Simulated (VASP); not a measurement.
Output of a VASP run:

File OSZICAR:
```
...
RMM:   3    -0.373398523887E+03    0.63868E-03   -0.22655E-02   708   0.425E-01    0.225E-01
RMM:   4    -0.373397250207E+03    0.12737E-02   -0.10431E-02   696   0.251E-01    0.828E-02
RMM:   5    -0.373397201807E+03    0.48400E-04   -0.14076E-03   853   0.812E-02    0.513E-02
RMM:   6    -0.373397246318E+03   -0.44511E-04   -0.14220E-03   797   0.712E-02    0.479E-02
RMM:   7    -0.373397212329E+03    0.33989E-04   -0.36003E-04   822   0.397E-02    0.146E-02
RMM:   8    -0.373397240501E+03   -0.28173E-04   -0.25219E-04   806   0.317E-02    0.264E-02
RMM:   9    -0.373397229429E+03    0.11072E-04   -0.76822E-05   689   0.166E-02    0.986E-03
RMM:  10    -0.373397230512E+03   -0.10831E-05   -0.41128E-05   532   0.116E-02
   4 F= -.37339723E+03 E0= -.37339723E+03  d E =-.832586E-01  mag=     1.0000
       N       E                     dE             d eps       ncg     rms          rms(c)
DAV:   1    -0.373399956809E+03   -0.27274E-02   -0.12190E+00   712   0.320E+00    0.192E-01
RMM:   2    -0.373402553672E+03   -0.25969E-02   -0.32303E-02   664   0.489E-01    0.946E-02
RMM:   3    -0.373402494939E+03    0.58733E-04   -0.22631E-03   717   0.134E-01    0.703E-02
RMM:   4    -0.373402374417E+03    0.12052E-03   -0.10425E-03   717   0.788E-02    0.261E-02
RMM:   5    -0.373402371556E+03    0.28610E-05   -0.15717E-04   791   0.263E-02    0.159E-02
RMM:   6    -0.373402376594E+03   -0.50380E-05   -0.14519E-04   761   0.224E-02    0.151E-02
RMM:   7    -0.373402374254E+03    0.23405E-05   -0.43937E-05   581   0.127E-02
   5 F= -.37340237E+03 E0= -.37340237E+03  d E =-.884024E-01  mag=     1.0000
       N       E                     dE             d eps       ncg     rms          rms(c)
DAV:   1    -0.373408040004E+03   -0.56634E-02   -0.27395E+00   692   0.487E+00    0.253E-01
RMM:   2    -0.373412932108E+03   -0.48921E-02   -0.60232E-02   661   0.685E-01    0.111E-01
RMM:   3    -0.373412734500E+03    0.19761E-03   -0.36336E-03   672   0.184E-01    0.788E-02
RMM:   4    -0.373412508878E+03    0.22562E-03   -0.15432E-03   687   0.914E-02    0.200E-02
RMM:   5    -0.373412515303E+03   -0.64253E-05   -0.16727E-04   788   0.312E-02    0.112E-02
RMM:   6    -0.373412519698E+03   -0.43950E-05   -0.69202E-05   693   0.161E-02
   6 F= -.37341252E+03 E0= -.37341252E+03  d E =-.101454E-01  mag=     1.0000
       N       E                     dE             d eps       ncg     rms          rms(c)
DAV:   1    -0.373412689280E+03   -0.17398E-03   -0.62332E-01   744   0.232E+00    0.120E-01
RMM:   2    -0.373413800832E+03   -0.11116E-02   -0.13641E-02   663   0.325E-01    0.531E-02
RMM:   3    -0.373413758669E+03    0.42163E-04   -0.84993E-04   684   0.884E-02    0.376E-02
RMM:   4    -0.373413709633E+03    0.49036E-04   -0.35641E-04   710   0.439E-02    0.954E-03
RMM:   5    -0.373413712704E+03   -0.30712E-05   -0.51026E-05   609   0.156E-02
   7 F= -.37341371E+03 E0= -.37341371E+03  d E =-.113385E-01  mag=     1.0000
       N       E                     dE             d eps       ncg     rms          rms(c)
DAV:   1    -0.373415049346E+03   -0.13397E-02   -0.64714E-01   702   0.232E+00    0.122E-01
RMM:   2    -0.373416243885E+03   -0.11945E-02   -0.14018E-02   660   0.326E-01    0.555E-02
RMM:   3    -0.373416219099E+03    0.24787E-04   -0.85604E-04   695   0.860E-02    0.412E-02
RMM:   4    -0.373416168316E+03    0.50783E-04   -0.35761E-04   681   0.461E-02    0.133E-02
RMM:   5    -0.373416168555E+03   -0.23959E-06   -0.48360E-05   548   0.150E-02
   8 F= -.37341617E+03 E0= -.37341617E+03  d E =-.245585E-02  mag=     1.0000
```

File OUTCAR:
```
------------------------ aborting loop because EDIFF is reached ----------------------------------------
  FORCE on cell =-STRESS in cart. coord.  units (eV):
  Direction    XX          YY          ZZ          XY          YZ          ZX
  --------------------------------------------------------------------------------------
  Total        9.0871782      9.0897350      9.0706643      0.0021485      0.0018482      0.0155917
  in kB       23.8167947     23.8234957     23.7735131      0.0056312      0.0048439      0.0408646
  external PRESSURE =      23.8046012 kB  Pullay stress =       0.0000000 kB
  volume of cell :      611.30
      direct lattice vectors                 reciprocal lattice vectors
     8.486959016  0.000000000  0.000000000     0.117827834  0.000000000  0.000000000
     0.000000000  8.486959016  0.000000000     0.000000000  0.117827834  0.000000000
     0.000000000  0.000000000  8.486959016     0.000000000  0.000000000  0.117827834
  FREE ENERGIE OF THE ION-ELECTRON SYSTEM (eV)
  ---------------------------------------------------
  free  energy   TOTEN  =      -373.4161685553 eV

  energy  without entropy=     -373.4161685553  energy(sigma->0) =     -373.41616856

 total charge

# of ion       s       p       d       tot
------------------------------------------
    1        0.154   0.178   0.078   0.410
    2        0.152   0.173   0.075   0.401
    3        0.152   0.173   0.075   0.401
    4        0.153   0.175   0.076   0.404
    5        0.152   0.173   0.075   0.401
    6        0.153   0.189   0.081   0.424
    7        0.152   0.173   0.075   0.401
    8        0.152   0.173   0.075   0.401
    9        0.153   0.174   0.075   0.402
   10        0.153   0.174   0.075   0.402
   11        0.153   0.189   0.081   0.424
   12        0.153   0.174   0.075   0.402
   13        0.152   0.173   0.075   0.401
   14        0.154   0.178   0.078   0.410
   15        0.152   0.173   0.075   0.401
   16        0.152   0.173   0.075   0.401
   17        0.153   0.174   0.075   0.402
   18        0.153   0.174   0.075   0.402
   19        0.154   0.178   0.078   0.410
   20        0.153   0.174   0.075   0.402
   21        0.153   0.174   0.075   0.402
   22        0.152   0.173   0.075   0.401
   23        0.153   0.174   0.075   0.402
   24        0.153   0.174   0.075   0.402
   25        0.152   0.173   0.075   0.401
   26        0.153   0.189   0.081   0.424
   27        0.153   0.174   0.075   0.402
   28        0.152   0.173   0.075   0.401
   29        0.153   0.174   0.075   0.402
   30        0.153   0.174   0.075   0.402
   31        0.152   0.173   0.075   0.401
   32        1.574   3.561   0.000   5.135
   33        1.573   3.568   0.000   5.141
   34        1.573   3.568   0.000   5.141
   35        1.574   3.561   0.000   5.134
   36        1.576   3.566   0.000   5.142
   37        1.574   3.561   0.000   5.135
   38        1.574   3.563   0.000   5.136
   39        1.576   3.566   0.000   5.142
   40        1.576   3.566   0.000   5.142
   41        1.573   3.568   0.000   5.141
   42        1.574   3.561   0.000   5.134
   43        1.573   3.568   0.000   5.141
   44        1.574   3.563   0.000   5.136
   45        1.574   3.561   0.000   5.135
   46        1.573   3.568   0.000   5.141
   47        1.576   3.566   0.000   5.142
   48        1.576   3.566   0.000   5.142
...
```
(Selected blocks of OUTCAR.)

**POSCAR**
```
CaMg31O32
1
    8.4869590160     0.0000000000     0.0000000000
    0.0000000000     8.4869590160    -0.0000000000
   -0.0000000000    -0.0000000000     8.4869590160
Mg O Ca
31 32 1
Direct
  0.5000000000   0.0000000000   0.0000000000
  0.7500000000   0.2500000000   0.0000000000
  0.7500000000   0.0000000000   0.2500000000
  0.0000000000   0.0000000000   0.0000000000
  0.2500000000   0.2500000000   0.0000000000
  0.5000000000   0.5000000000   0.0000000000
  0.7500000000   0.7500000000   0.0000000000
  0.2500000000   0.0000000000   0.2500000000
  0.4971150000   0.2448860000   0.2550740000
  0.7487060000   0.4985600000   0.2518000000
  0.5000000000   0.0000000000   0.5000000000
  0.7532020000   0.2477670000   0.5056790000
  0.7500000000   0.0000000000   0.7500000000
  0.0000000000   0.5000000000   0.0000000000
  0.2500000000   0.7500000000   0.0000000000
  0.0000000000   0.2500000000   0.2500000000
  0.2463090000   0.5026630000   0.2513950000
  0.5010010000   0.7512370000   0.2477060000
  0.0000000000   0.0000000000   0.5000000000
  0.2547160000   0.2490520000   0.5006190000
  0.7445650000   0.7479980000   0.4992230000
  0.2500000000   0.0000000000   0.7500000000
  0.5021870000   0.2450210000   0.7500740000
  0.7463280000   0.5042800000   0.7494440000
  0.0000000000   0.7500000000   0.2500000000
  0.0000000000   0.5000000000   0.5000000000
  0.2521880000   0.7547220000   0.4979510000
  0.0000000000   0.2500000000   0.7500000000
  0.2553360000   0.4962920000   0.7554160000
  0.5042320000   0.7488460000   0.7551470000
  0.0000000000   0.7500000000   0.7500000000
  0.7500000000   0.2500000000   0.2500000000
  0.0000000000   0.5000000000   0.2500000000
  0.0000000000   0.2500000000   0.5000000000
  0.2500000000   0.2500000000   0.2500000000
  0.4986660000   0.4980460000   0.2501570000
  0.7500000000   0.7500000000   0.2500000000
  0.0000000000   0.0000000000   0.2500000000
  0.4949630000   0.2444420000   0.4958720000
  0.7505540000   0.5055500000   0.5047190000
  0.0000000000   0.7500000000   0.5000000000
  0.7500000000   0.2500000000   0.7500000000
  0.0000000000   0.5000000000   0.7500000000
  0.0000000000   0.2500000000   0.0000000000
  0.2500000000   0.7500000000   0.2500000000
  0.5000000000   0.0000000000   0.2500000000
  0.2513970000   0.4972140000   0.5020760000
  0.5012560000   0.7522670000   0.5004790000
  0.7500000000   0.0000000000   0.5000000000
  0.2500000000   0.2500000000   0.7500000000
  0.5014420000   0.5055630000   0.7519670000
  0.7500000000   0.7500000000   0.7500000000
  0.0000000000   0.0000000000   0.7500000000
  0.5000000000   0.2500000000   0.0000000000
  0.7500000000   0.5000000000   0.0000000000
  0.0000000000   0.7500000000   0.0000000000
  0.2500000000   0.0000000000   0.5000000000
  0.2500000000   0.7500000000   0.7500000000
  0.5000000000   0.0000000000   0.7500000000
  0.2500000000   0.5000000000   0.0000000000
  0.5000000000   0.7500000000   0.0000000000
  0.7500000000   0.0000000000   0.0000000000
  0.2500000000   0.0000000000   0.0000000000
  0.4993690000   0.4967270000   0.5045810000
```

### Question
Reconstruct the remaining input files.

### Answer
This is not unique; one that fits is the input of the run itself, PBE GGA, plane waves, VASP's PBE PAW potentials (set 64).

File KPOINTS:
```
Automatic mesh
0
gamma
 1 1 1
0 0 0
```

INCAR:
```
! general
SYSTEM  = CaMg31O32
PREC    = Normal
ENCUT   = 400   ! plane-wave cut-off (eV)
LREAL   = Auto   ! projection in real space or not
LASPH   = T   ! aspherical one-centre terms
ISYM    = 0
NELECT  = 265.0

! electronic loop
EDIFF   = 1E-5   ! SCF stop (eV)
NELM    = 100
NELMIN  = 4
ALGO    = Fast

! smearing
ISMEAR  = 0   ! Gaussian
SIGMA   = 0.05

! functional
GGA     = PE

! spin
ISPIN   = 2
MAGMOM  = 64*0.0156
NUPDOWN = 1

! ions
IBRION  = 2   ! conjugate gradients
NSW     = 60   ! most ionic steps
ISIF    = 2   ! forces and stress, cell fixed
EDIFFG  = -0.03   ! ionic stop

! output
LWAVE   = T
LCHARG  = F
LORBIT  = 10
```

POTCAR, in this order: Mg O Ca_sv (PBE.64 set). Program: vasp_gam.

At this cut-off the stress carries a Pulay error, which pulls relaxed volumes low. The cell is charged, with a uniform compensating background. The supercell is sampled at Γ alone, which is coarse: total energies, pressure and levels can be off, energies of defects by several tenths of an eV.

The cell is a supercell with a defect, built from MgO (rock salt): Ca_Mg, charge -1.
